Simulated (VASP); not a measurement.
Method: PBE GGA, VASP's PBE PAW potentials (set 64) (plane waves; VASP 6.6.1).

VASP input:

### INCAR
```
# general
SYSTEM =CdTe
PREC   =Accurate
ENCUT  =520
LREAL  =.FALSE.
LASPH  =.TRUE.

# electronic loop
EDIFF  =1E-6
NELM   =100
ALGO   =Normal
LMAXMIX=4

# smearing
ISMEAR =0
SIGMA  =0.05

# functional
GGA    =PE

# output
LWAVE  =.FALSE.
LCHARG =.TRUE.
```

**KPOINTS**
```
Automatic mesh
0
Gamma
6 6 6
0 0 0
```

**POSCAR**
```
CdTe
1
    0.0000000000     3.3124350059     3.3124350059
    3.3124350059     0.0000000000     3.3124350059
    3.3124350059     3.3124350059     0.0000000000
Cd Te
1 1
Direct
  0.0000000000   0.0000000000   0.0000000000
  0.2500000000   0.2500000000   0.2500000000
```

POTCAR, in this order: Cd Te (PBE.64 set). Program: vasp_std.

Unless said otherwise, spin-orbit coupling is left out, though it shifts the bands of the heavy elements here.

### Question
What does the run give for the energy per atom (σ→0), band gap (on the k-mesh)?

### Answer

```yaml
energy per atom (σ→0): -2404 meV/atom
band gap (on the k-mesh): 0.57 eV
```

File OSZICAR:
```
...
DAV:   7    -0.480579164027E+01    0.15004E-01   -0.11570E-01   461   0.246E+00    0.166E+00
DAV:   8    -0.480666540843E+01   -0.87377E-03   -0.99237E-03   446   0.136E+00    0.477E-01
DAV:   9    -0.480702231863E+01   -0.35691E-03   -0.10057E-03   471   0.358E-01    0.103E-01
DAV:  10    -0.480709276455E+01   -0.70446E-04   -0.12709E-04   451   0.118E-01    0.518E-02
DAV:  11    -0.480713880049E+01   -0.46036E-04   -0.87909E-05   434   0.640E-02    0.347E-02
DAV:  12    -0.480713767430E+01    0.11262E-05   -0.33929E-06   491   0.160E-02    0.196E-02
DAV:  13    -0.480713754607E+01    0.12823E-06   -0.61782E-07   318   0.441E-03
   1 F= -.48071375E+01 E0= -.48071375E+01  d E =-.319399E-11
```

The compound is CdTe in the zinc blende structure. It was relaxed first, which changed the volume by +7 %.
